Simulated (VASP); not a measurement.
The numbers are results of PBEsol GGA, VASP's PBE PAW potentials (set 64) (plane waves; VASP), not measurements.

Input for VASP

File KPOINTS:
```
Regular mesh
0
G
 11 11 10
0 0 0
```

INCAR:
```
SYSTEM  =  Ag2Rh2
PREC  =  Accurate; ENCUT  =  400; LREAL  =  .FALSE.
LASPH  =  .TRUE.
EDIFF  =  1E-7; NELM  =  100; ALGO  =  Normal
LMAXMIX  =  4
ISMEAR  =  -5
GGA  =  PS
ISIF  =  2
LWAVE  =  .FALSE.; LCHARG  =  .TRUE.; LORBIT  =  11
NEDOS  =  601
```

### POSCAR
```
Ag2Rh2
1
    3.8002424437     0.0000000000     0.0000000000
    0.0000000000     3.8002424437    -0.0000000000
   -0.0000000000    -0.0000000000     4.1380187274
Rh Ag
2 2
Direct
  0.0000000000   0.0000000000   0.0000000000
  0.5000000000   0.5000000000   0.0000000000
  0.5000000000   0.0000000000   0.5000000000
  0.0000000000   0.5000000000   0.5000000000
```

POTCAR, in this order: Rh_pv Ag (PBE.64 set). Program: vasp_std.

### Question
Predict the energy per atom (σ→0), band gap (on the k-mesh).

### Answer

energy per atom (σ→0): -5.363 eV/atom
band gap (on the k-mesh): none (metal, semimetal or under 0.01 eV)

File OSZICAR:
```
...
DAV:   9    -0.214540978629E+02    0.96392E-02   -0.17670E-02  8407   0.121E+00    0.192E-01
DAV:  10    -0.214536977288E+02    0.40013E-03   -0.22439E-03  8512   0.403E-01    0.752E-02
DAV:  11    -0.214536613829E+02    0.36346E-04   -0.20207E-04  8477   0.155E-01    0.253E-02
DAV:  12    -0.214536671665E+02   -0.57837E-05   -0.38473E-05  8603   0.450E-02    0.104E-02
DAV:  13    -0.214536658135E+02    0.13530E-05   -0.11990E-06  8505   0.966E-03    0.244E-03
DAV:  14    -0.214536652905E+02    0.52302E-06   -0.98945E-08  4767   0.259E-03    0.662E-04
DAV:  15    -0.214536652010E+02    0.89498E-07   -0.93169E-09  4172   0.820E-04
   1 F= -.21453665E+02 E0= -.21453665E+02  d E =0.000000E+00
```

The structure was generated: Ag2Rh2 was put into an ordered model structure (P4/mmm), which need not be its known phase. It was relaxed first.
